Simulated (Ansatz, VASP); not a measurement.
# Cross-check of YbS between VASP and Ansatz

Aim: how closely do two programs agree when they are given the same cell, functional and k mesh? Of the first pair: The two relaxations start from unlike cells of this crystal (the structure described is Ansatz's start), so only their ends are compared.

Calculated with Ansatz 0.2.0; plane waves, with VASP 6.6.1 beside it; relaxation of cell and atoms at PBEsol, DFT+U and zone-centre phonons at PBEsol, DFT+U.

### 1. The starting structure

It takes space group Fm-3m (No. 225, cubic). Conventional cell: a = 5.599 Å, b = 5.599 Å, c = 5.599 Å, α = 90.00°, β = 90.00°, γ = 90.00°. Yb has 6 S at 2.80 Å nearest. Nearest to S lie 6 Yb at 2.80 Å. Farther neighbours and most contacts between anions are not listed.

### 2. Ansatz: relaxation of cell and atoms, PBEsol, DFT+U

Ansatz runs on its default PAW (the set named soft_2) files.

The relaxed volume is the usual yardstick between codes: in a stiff, nearly cubic crystal its relative difference is about their pressure difference at one cell divided by the bulk modulus.

Contents of input.yaml:

```yaml
crystal:
  lattice:
    - [0.0, 2.7994970385, 2.7994970385]
    - [2.7994970385, 0.0, 2.7994970385]
    - [2.7994970385, 2.7994970385, 0.0]
  atoms:
    - { symbol: Yb, position: [0.5, 0.5, 0.5] }
    - { symbol: S, position: [0.0, 0.0, 0.0] }
kpoints:
  mp_grid: { grid: [8, 8, 8] }
hamiltonian:
  xc: pbesol
  hubbard: { sites: [{ species: Yb, l: f, u_eff: 6.0 }] }
scf:
  occupations: { method: fixed }
output:
  forces: true
  stress: true
  eigenvalues: true
  write_density: true
  write_potential: true
  elf: true
  volumetric_format: npy
relax:
  adjacent_minimum: "off"
  f_tol: 0.001
  max_steps: 60
  cell: { stress_tol: 0.01 }
```

Command:

```sh
> ansatz run input.yaml --threads 4 --pin off --max-ram 14336MiB --backend cpu --events-out ev --progress --plain --runs-dir out
```

Numbers of over 12 decimals in the logs are rounded to 6 here.

Output:

```text
Yb: projections on atomic orbitals take those of the free atom [Kr 4d10] 4f14 5s2 5p6 5d0 6s2, of charge +0.00 (hamiltonian.pseudopotentials.projection_atoms); the dataset's partial waves leave at most 1.5e-4 of an orbital's norm unspanned inside its sphere
S: projections on atomic orbitals take those of the free atom [Ne] 3s2 3p4, of charge +0.00 (hamiltonian.pseudopotentials.projection_atoms); the dataset's partial waves leave at most 1.6e-7 of an orbital's norm unspanned inside its sphere
Engine: ansatz 0.2.0, aarch64-unknown-linux-gnu
Pseudopotentials: kind: paw
Pseudopotential: Yb, paw, valence charge 24, recommended cutoff 420 eV (normal), Yb.paw.azcp
Pseudopotential: S, paw, valence charge 6, recommended cutoff 420 eV (normal), S.paw.azcp
Functional definition: PBEsol
  exchange = pbesol_x
  correlation = pbesol_c
Crystal: 2 atoms, lattice volume = 43.880 Å³
Basis set: ecut = 420 eV, 869 PW (Γ), exchange–correlation on 54×54×54 points (8 copies of the dense FFT grid, shifted against one another)
Bands: 19, of which v1, the nominal top of the filled ones, is band 15 counted from 1 (14 counted from 0)
Symmetry: 48 space group operations
Space group: Fm-3m (ITA 225), of the structure as read, at distance tolerance 3.5e-5 Å
k-points: 29 of 512
Non-local potential: Yb, projectors of the file, l = 0: 3, l = 1: 2, l = 2: 2, l = 3: 3
Non-local potential: S, projectors of the file, l = 0: 2, l = 1: 2, l = 2: 2
PAW form: soft (Blöchl's): semilocal exchange-correlation on the pseudo side does not see the compensation charge
PAW frozen core: Yb, regenerated for the run's functional, and the local potential with it (the file was generated under x = pbe(κ = 0.804, μ = 0.219515), c = pbe(β = 0.066725))
PAW frozen core: S, regenerated for the run's functional, and the local potential with it (the file was generated under x = pbe(κ = 0.804, μ = 0.219515), c = pbe(β = 0.066725))
PAW one-centre angular grid: Yb, 590 points (default); XC on 64 Gauss nodes
PAW one-centre angular grid: S, 110 points (default); XC on 64 Gauss nodes
Initial density: superposition of atomic densities (chi_scale 0.1, normalization cell)
Initial wavefunctions: pseudopotential atomic-orbital guess
Functional: x = pbesol(κ = 0.804, μ = 0.123457), c = pbesol(β = 0.046)
SCF iter   1: F=—  HF=-14565.684474 eV  |F-HF|=—  |Δ(HF+E_count)|=         —  Δρ=4.73e-2  dr2=1.06e0  ethr=3.10e-3  ⟨swp⟩=5.0  Hψ=2278  notcnv=0  defer=39
preconditioner: auto → none  [insulator: Δε(μ)=1.441 eV  Ē_g=11.997 eV  n_scr=14 (ndim 8)  ℏωp=29.7 eV  f_vac=0.000  ε∞_Penn≈7.1]
SCF iter   2: F=—  HF=-14565.715875 eV  |F-HF|=—  |Δ(HF+E_count)|=   3.14e-2  Δρ=5.12e-2  dr2=8.62e-1  ethr=3.10e-3  ⟨swp⟩=3.4  Hψ=1475  notcnv=0  defer=32
SCF iter   3: F=—  HF=-14565.473547 eV  |F-HF|=—  |Δ(HF+E_count)|=   2.42e-1  Δρ=2.48e-2  dr2=2.35e-1  ethr=2.87e-3  ⟨swp⟩=2.9  Hψ=1372  notcnv=0  defer=46
SCF iter   4: F=—  HF=-14565.433244 eV  |F-HF|=—  |Δ(HF+E_count)|=   4.03e-2  Δρ=1.11e-2  dr2=4.81e-2  ethr=7.83e-4  ⟨swp⟩=2.9  Hψ=1186  notcnv=0  defer=51
SCF iter   5: F=—  HF=-14565.431324 eV  |F-HF|=—  |Δ(HF+E_count)|=   1.92e-3  Δρ=2.05e-3  dr2=1.63e-3  ethr=1.60e-4  ⟨swp⟩=2.8  Hψ=1068  notcnv=0  defer=54
SCF iter   6: F=—  HF=-14565.430991 eV  |F-HF|=—  |Δ(HF+E_count)|=   3.33e-4  Δρ=9.93e-4  dr2=3.69e-4  ethr=5.45e-6  ⟨swp⟩=2.2  Hψ=1167  notcnv=0  defer=54
SCF iter   7: F=—  HF=-14565.430896 eV  |F-HF|=—  |Δ(HF+E_count)|=   9.46e-5  Δρ=8.22e-5  dr2=2.45e-6  ethr=1.23e-6  ⟨swp⟩=2.3  Hψ=978  notcnv=0  defer=35
SCF iter   8: F=—  HF=-14565.430895 eV  |F-HF|=—  |Δ(HF+E_count)|=   1.06e-6  Δρ=1.09e-5  dr2=3.31e-8  ethr=3.33e-10  ⟨swp⟩=11.2  Hψ=5635  notcnv=0
SCF iter   9: F=-14565.430895 eV  HF=-14565.430895 eV  |F-HF|=7.86e-9  |Δ(HF+E_count)|=   1.81e-8  Δρ=3.69e-6  dr2=4.11e-9  ethr=1.10e-10  ⟨swp⟩=6.7  Hψ=3948  notcnv=0
SCF 1 converged in 9 iterations: F = -14565.430895 eV  dr2 = 4.11e-9
  greatest PAW one-centre occupation: 0.996 electrons in one spin orbital (limit 2), on the Yb atom at site 0 (counted from 0), in its partial waves of l = 0
relax step   1: F+E_penalty+E_count = -14565.43089534 eV  Δ(F+E_penalty+E_count) = +0.000e0 eV  max|allowed force component| = 3.203e-28 eV/Å  Δτ_max = 0.0000 Å  P = -0.018 GPa  Ω = 43.880 Å³  (9 SCF iters, dr2 threshold 1.00e-7 eV, accepted)
[...]
relax step   2: F+E_penalty+E_count = -14565.43090316 eV  Δ(F+E_penalty+E_count) = -7.819e-6 eV  max|allowed force component| = 1.912e-28 eV/Å  Δτ_max = 0.0000 Å  P = +0.012 GPa  Ω = 43.861 Å³  energy of the carried Pulay correction = +7.517e-6 eV  (4 SCF iters, dr2 threshold 7.82e-10 eV, accepted)
[...]
relax step   3: F+E_penalty+E_count = -14565.43090043 eV  Δ(F+E_penalty+E_count) = +2.733e-6 eV  max|allowed force component| = 3.208e-29 eV/Å  Δτ_max = 0.0000 Å  P = +0.000 GPa  Ω = 43.869 Å³  energy of the carried Pulay correction = +4.483e-6 eV  (4 SCF iters, dr2 threshold 3.58e-10 eV, accepted)
[...]
relax step   4: F+E_penalty+E_count = -14565.43090043 eV  Δ(F+E_penalty+E_count) = -2.365e-11 eV  max|allowed force component| = 1.742e-29 eV/Å  Δτ_max = 0.0000 Å  P = +0.000 GPa  Ω = 43.869 Å³  stress off target by 2.50e-4 GPa  SCF on the basis re-selected at this cell (its energy is not comparable with the rows above)  (5 SCF iters)
basis re-selected at this cell: Δ(F+E_penalty+E_count) = -2.365e-11 eV, ΔP = -0.000 GPa vs the last step (what re-selecting the basis moved, of the pressure what is left beyond the Pulay correction that the steps carried, after the strain that the cell walked since its last selection, with what the two solves' SCF thresholds leave and, on support functions, any second-order correction that the steps lacked; it is no  [...]
SCF converged after 5 iterations
Free energy (F): -14565.430900 eV
Harris-Foulkes:  -14565.430900 eV  (|F-HF|=1.82e-12)
Internal energy: -14565.430900 eV  (E = F + TS)
E sigma→0 (E₀):  -14565.430900 eV
Fermi energy:    11.188605 eV
--- Per-component energies (eV) ---
  E_band       = 51.737820
  E_kinetic    = 463.570119
  E_local      = -6279.276700  (includes V_loc(G=0)·N_el)
  E_nonlocal   = 594.084367
  E_hartree    = 2754.063011
  E_xc         = -259.227290
  E_vxc        = -291.580742  (∫ρ·V_xc dr)
  E_hubbard    = 0.188851  (on-site DFT+U / exact-exchange correction)
  E_vhub       = -41.432508  (the Hubbard potential's part of the band-sum identity)
  E_paw        = -7827.900479  (= ΣΔE_a)
  E_vpaw       = 98.247277  (= ΣTr[D̂ρ^β])
  E_aug_tail   = 0.000004  (compensation charges beyond the density's cutoff)
  E_ewald      = -4012.123927
  E_core_change = 1.191143  (= ΣΔE_core)
  E_smearing   = -0.000000  (= −TS)
  E_closure    = -0.000000  (closes the sum)
  Σ components = -14565.430900   (vs F -14565.430900, Δ=0.00e0)
--- Forces (eV/Å), atoms counted from 1 ---
  atom   1  Yb     0.00000000     0.00000000     0.00000000
  atom   2  S     -0.00000000    -0.00000000    -0.00000000
  max |Σ_I F_I| component: 3.25e-29 eV/Å
--- Stress (GPa, compression-positive) ---
        0.000250       0.000000       0.000000
        0.000000       0.000250       0.000000
       -0.000000       0.000000       0.000250
  P = ⅓ Tr σ = 0.0003 GPa (0.003 kbar)
--- Band table (eV; the first three rows and the last of 29) ---
  k-point 0: bands = [... 11 lower, 10.4281, 11.1886, 11.1886, 11.1886, 13.7173, 14.1611, 14.1611, 14.1611]
  k-point 1: bands = [... 11 lower, 10.4287, 10.8301, 10.9519, 10.9519, 14.0662, 14.4968, 14.4968, 14.7986]
  k-point 2: bands = [... 11 lower, 10.4302, 10.5440, 10.6160, 10.6160, 14.3119, 15.3644, 15.3644, 16.4604]
  k-point 28: bands = [... 11 lower, 10.3741, 10.4046, 10.4126, 10.5054, 15.0600, 15.0600, 16.1304, 18.0883]
Occupation matrices written to <dir>
--- Relaxed structure (3 steps of the walk, 3 accepted, 1 SCFs on fresh bases) ---
  F+E_penalty+E_count = -14565.43090043 eV   max|allowed force component| = 1.742e-29 eV/Å   (the final SCF, on the basis selected at the relaxed cell)
  cell:  # Å, volume = 43.8686 Å³
    - [0, 2.799247, 2.799247]
    - [2.799247, 0, 2.799247]
    - [2.799247, 2.799247, 0.0]
  atoms:
    - { symbol: Yb, position: [0.5, 0.5, 0.5] }
    - { symbol: S, position: [0, 0, 0] }
```

In the SCF lines HF is the Harris–Foulkes energy and dr2 the Hartree energy of the density residual, in eV; the loop may stop once dr2 is under the threshold and the program's other checks hold. Hψ counts applications of the Hamiltonian.

[end of part 1 of 3]

[Lines on the potential files, build, host, timing and source positions are cut from VASP's logs without a mark.]

[Logs are printed without paths, hosts, clocks, repeated set-up lines and the standing remarks that a program may print on its own settings, such as how far it seeks lower states.]

[Hosts, paths, dates, database ids (printed as entryN), source tags and the programs' standing remarks are cut or masked in the printed files.]
